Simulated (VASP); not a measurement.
OSZICAR of a VASP run on La (dhcp):

### OSZICAR
```
       N       E                     dE             d eps       ncg     rms          rms(c)
DAV:   1     0.547772398820E+03    0.54777E+03   -0.12879E+04   832   0.184E+03
DAV:   2     0.101670129844E+03   -0.44610E+03   -0.44090E+03  1288   0.428E+02
DAV:   3    -0.583886225445E+01   -0.10751E+03   -0.10661E+03  1496   0.265E+02
DAV:   4    -0.176815885411E+02   -0.11843E+02   -0.11615E+02  1544   0.858E+01
DAV:   5    -0.192928699137E+02   -0.16113E+01   -0.15897E+01  1656   0.297E+01    0.449E+00
DAV:   6    -0.194844671772E+02   -0.19160E+00   -0.20521E+00  1600   0.102E+01    0.228E+00
DAV:   7    -0.195128249808E+02   -0.28358E-01   -0.29082E-01  1616   0.381E+00    0.609E-01
DAV:   8    -0.195211621161E+02   -0.83371E-02   -0.39651E-02  1624   0.137E+00    0.228E-01
DAV:   9    -0.195229229405E+02   -0.17608E-02   -0.52928E-03  1608   0.439E-01    0.181E-01
DAV:  10    -0.195243633181E+02   -0.14404E-02   -0.60970E-03  1304   0.516E-01    0.346E-02
DAV:  11    -0.195243383090E+02    0.25009E-04   -0.47742E-04  1512   0.219E-01    0.305E-02
DAV:  12    -0.195243446759E+02   -0.63668E-05   -0.50595E-05  1376   0.454E-02    0.216E-02
DAV:  13    -0.195243492773E+02   -0.46014E-05   -0.25858E-05  1480   0.437E-02    0.187E-03
DAV:  14    -0.195243481776E+02    0.10997E-05   -0.17322E-06   872   0.125E-02    0.896E-04
DAV:  15    -0.195243479336E+02    0.24398E-06   -0.47200E-07   800   0.102E-02
   1 F= -.19524348E+02 E0= -.19524408E+02  d E =0.179331E-03
```

Q: Which electronic solver shows in the log?

A: It is blocked Davidson (ALGO = Normal, or the opening steps of other solvers). The INCAR had ALGO = Normal.

Q: Can the final energy be trusted as converged?

A: The run converged. It stopped with EDIFF = 1E-6, NELM = 100 (PBE GGA, plane waves, VASP's PBE PAW potentials (set 64)).

The compound is La in the dhcp structure. The cell was not relaxed at this level.
